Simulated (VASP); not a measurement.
Output of a VASP run:

File OUTCAR:
```
 ion  position               nearest neighbor table
   1  0.987  0.004  0.022-   3 2.73   3 2.75   5 2.79   5 2.81   4 2.82   4 2.86   4 2.87   5 2.89
                             4 2.89   5 2.92   3 2.97   3 3.01   2 3.33   2 3.42   2 3.45   2 3.46
   2  0.515  0.523  0.499-   3 1.72   4 1.90   5 1.93   5 2.11   4 2.15   3 2.33   1 3.33   1 3.42
                             1 3.45   1 3.46   1 3.52   1 3.56   1 3.57   1 3.65
   3  0.482  0.947  0.479-   2 1.72   2 2.33   1 2.73   1 2.75   1 2.97   1 3.01
   4  0.494  0.498  0.968-   2 1.90   2 2.15   1 2.82   1 2.86   1 2.87   1 2.89
   5  0.993  0.500  0.503-   2 1.93   2 2.11   1 2.79   1 2.81   1 2.89   1 2.92
  LATTYP: Found a trigonal (rhomboedric) cell.
 ALAT       =     4.0338053155
 COS(alpha) =     0.0028557827
 Subroutine PRICEL returns:
 Original cell was already a primitive cell.
 Subroutine GETGRP returns: Found  1 space group operations
The static configuration has the point symmetry C_1 .
The dynamic configuration has the point symmetry C_1 .
 Subroutine INISYM returns: Found  1 space group operations
 Subroutine IBZKPT returns following result:
 Found     63 irreducible k-points:

 Following reciprocal coordinates:
            Coordinates               Weight
  0.000000  0.000000  0.000000      1.000000
  0.200000 -0.000000 -0.000000      2.000000
 -0.000000  0.200000 -0.000000      2.000000
 -0.000000 -0.000000  0.200000      2.000000
  0.400000  0.000000  0.000000      2.000000
  0.000000  0.400000  0.000000      2.000000
  0.000000  0.000000  0.400000      2.000000
  0.200000  0.200000 -0.000000      2.000000
 -0.200000  0.000000 -0.200000      2.000000
 -0.000000  0.200000  0.200000      2.000000
  0.400000  0.200000 -0.000000      2.000000
 -0.400000  0.000000 -0.200000      2.000000
 -0.000000  0.400000  0.200000      2.000000
 -0.200000 -0.400000  0.000000      2.000000
  0.200000 -0.000000  0.400000      2.000000
  0.000000 -0.200000 -0.400000      2.000000
 -0.400000  0.200000  0.000000      2.000000
  0.400000 -0.000000 -0.200000      2.000000
  0.000000 -0.400000  0.200000      2.000000
 -0.200000  0.400000  0.000000      2.000000
  0.200000 -0.000000 -0.400000      2.000000
  0.000000 -0.200000  0.400000      2.000000
 -0.200000  0.200000  0.000000      2.000000
  0.200000 -0.000000 -0.200000      2.000000
  0.000000 -0.200000  0.200000      2.000000
  0.400000  0.400000  0.000000      2.000000
 -0.400000  0.000000 -0.400000      2.000000
  0.000000  0.400000  0.400000      2.000000
 -0.400000  0.400000  0.000000      2.000000
  0.400000 -0.000000 -0.400000      2.000000
  0.000000 -0.400000  0.400000      2.000000
  0.200000  0.200000  0.200000      2.000000
  0.400000  0.200000  0.200000      2.000000
  0.200000  0.400000  0.200000      2.000000
  0.200000  0.200000  0.400000      2.000000
 -0.400000  0.200000  0.200000      2.000000
  0.200000 -0.400000  0.200000      2.000000
  0.200000  0.200000 -0.400000      2.000000
 -0.200000  0.200000  0.200000      2.000000
  0.200000 -0.200000  0.200000      2.000000
   k-points           NKPTS =     63   k-points in BZ     NKDIM =     63   number of bands    NBANDS=     24
   number of dos      NEDOS =    301   number of ions     NIONS =      5
   total plane-waves  NPLWV =  21952
   dimension x,y,z NGX =    28 NGY =   28 NGZ =   28
   dimension x,y,z NGXF=    56 NGYF=   56 NGZF=   56
   ions per type =               1   1   3
   PREC   = accura    normal or accurate (medium, high low for compatibility)
   ISTART =      0    job   : 0-new  1-cont  2-samecut
   ICHARG =      2    charge: 1-file 2-atom 10-const
   ISPIN  =      1    spin polarized calculation?
   LNONCOLLINEAR =      F non collinear calculations
   LSORBIT =      F    spin-orbit coupling
   INIWAV =      1    electr: 0-lowe 1-rand  2-diag
   ENCUT  =  400.0 eV  29.40 Ry    5.42 a.u.   6.58  6.58  6.58*2*pi/ulx,y,z
   NELM   =    100;   NELMIN=  2; NELMDL= -5     # of ELM steps
   EDIFF  = 0.1E-05   stopping-criterion for ELM
   LREAL  =      F    real-space projection
   NLSPLINE    = F    spline interpolate recip. space projectors
...
```

OSZICAR:
```
       N       E                     dE             d eps       ncg     rms          rms(c)
DAV:   1     0.403683416259E+03    0.40368E+03   -0.18462E+04  3024   0.149E+03
DAV:   2    -0.165016021747E+02   -0.42019E+03   -0.41246E+03  4032   0.441E+02
DAV:   3    -0.491945002476E+02   -0.32693E+02   -0.32655E+02  4608   0.129E+02
DAV:   4    -0.505031117634E+02   -0.13086E+01   -0.13079E+01  4368   0.219E+01
DAV:   5    -0.505430070940E+02   -0.39895E-01   -0.39894E-01  4216   0.298E+00    0.245E+01
DAV:   6    -0.386726643116E+02    0.11870E+02   -0.70220E+01  4968   0.822E+01    0.947E+00
DAV:   7    -0.389368402329E+02   -0.26418E+00   -0.75576E+00  3864   0.161E+01    0.549E+00
DAV:   8    -0.388855964403E+02    0.51244E-01   -0.14182E+00  4064   0.883E+00    0.137E+00
DAV:   9    -0.388704285207E+02    0.15168E-01   -0.14688E-01  4304   0.321E+00    0.958E-01
DAV:  10    -0.388760339766E+02   -0.56055E-02   -0.80140E-02  4328   0.270E+00    0.337E-01
DAV:  11    -0.388743742706E+02    0.16597E-02   -0.10448E-02  4032   0.909E-01    0.101E-01
DAV:  12    -0.388744841495E+02   -0.10988E-03   -0.39835E-04  4400   0.150E-01    0.531E-02
DAV:  13    -0.388745287907E+02   -0.44641E-04   -0.15928E-04  3896   0.834E-02    0.114E-02
DAV:  14    -0.388745288874E+02   -0.96675E-07   -0.21508E-05  4432   0.353E-02    0.497E-03
DAV:  15    -0.388745289818E+02   -0.94411E-07   -0.26686E-06  2816   0.150E-02
   1 F= -.38874529E+02 E0= -.38874529E+02  d E =-.942010E-14
```

OUTCAR:
```
------------------------ aborting loop because EDIFF is reached ----------------------------------------
  FORCE on cell =-STRESS in cart. coord.  units (eV):
  Direction    XX          YY          ZZ          XY          YZ          ZX
  --------------------------------------------------------------------------------------
  Total        1.2009398     -0.4519228     -0.7175646     -1.8483345      1.2511373     -2.3001437
  in kB       29.3151667    -11.0315207    -17.5158869    -45.1181952     30.5404981    -56.1469426
  external PRESSURE =       0.2559197 kB  Pullay stress =       0.0000000 kB
  volume of cell :       65.64
      direct lattice vectors                 reciprocal lattice vectors
     2.848255000  1.644441000  2.335560000     0.175546080  0.101351564  0.142720946
    -2.848255000  1.644441000  2.335560000    -0.175546080  0.101351564  0.142720946
     0.000000000 -3.288882000  2.335560000     0.000000000 -0.202703127  0.142720946
 POSITION                                       TOTAL-FORCE (eV/Angst)
 -----------------------------------------------------------------------------------
      2.80066      1.55822      2.36637         0.297133      0.774014     -0.153983
     -0.02106      0.06488      3.59164         1.969890     -1.669115     -2.666233
     -1.32396      0.77392      4.45454        -3.310897      2.121110      2.696473
     -0.01148     -1.55433      4.57708         0.464951     -1.465806      0.606861
      1.40409      0.80175      4.66008         0.578922      0.239796     -0.483118
 -----------------------------------------------------------------------------------
    total drift:                                0.000919     -0.000583      0.000246
  FREE ENERGIE OF THE ION-ELECTRON SYSTEM (eV)
  ---------------------------------------------------
  free  energy   TOTEN  =       -38.8745289818 eV

  energy  without entropy=      -38.8745289818  energy(sigma->0) =      -38.87452898
```
(Selected blocks of OUTCAR.)

**POSCAR**
```
BaTiO3
1
    2.8482550000     1.6444410000     2.3355600000
   -2.8482550000     1.6444410000     2.3355600000
    0.0000000000    -3.2888820000     2.3355600000
Ba Ti O
1 1 3
Direct
 -0.0126960000   0.0040130000   0.0218730000
  0.5154800000   0.5228750000   0.4994500000
  0.4817780000   0.9466110000   0.4788790000
  0.4936960000   0.4977250000   0.9683130000
  0.9928320000   0.4998670000   0.5025750000
```

Write an INCAR and KPOINTS that could have produced this output.

Several could match; the one computed here: the input of the run itself, LDA (Ceperley-Alder, Perdew-Zunger) + U (Dudarev), plane waves, VASP's LDA PAW potentials (set 64).

### INCAR
```
SYSTEM = BaTiO3
PREC = Accurate
ENCUT = 400
EDIFF = 1E-6
NELM = 100
ALGO = Normal
LREAL = .FALSE.
LASPH = .TRUE.
ISMEAR = 0
SIGMA = 0.01
LMAXMIX = 4
LWAVE = .FALSE.
LCHARG = .FALSE.
ISIF = 2
LDAU = .TRUE.
LDAUTYPE = 2
LDAUL = -1 2 -1
LDAUU = 0 7.0 0
LDAUJ = 0 0 0
```

### KPOINTS
```
Automatic mesh
0
G
 5 5 5
0 0 0
```

POTCAR, in this order: Ba_sv Ti_sv O (LDA.64 set). Program: vasp_std.

At this cut-off the stress carries a Pulay error, which pulls relaxed volumes low.

The structure comes from a computed database's BaTiO3 entry; how it stands against other phases isn't given here. The cell was not relaxed at this level. The run is one of a series of settings (LDAU = .TRUE., LDAUJ = 0 0 0, LDAUL = -1 2 -1, LDAUTYPE = 2, LDAUU = 0 7.0 0 against the base run), some of them coarse on purpose.
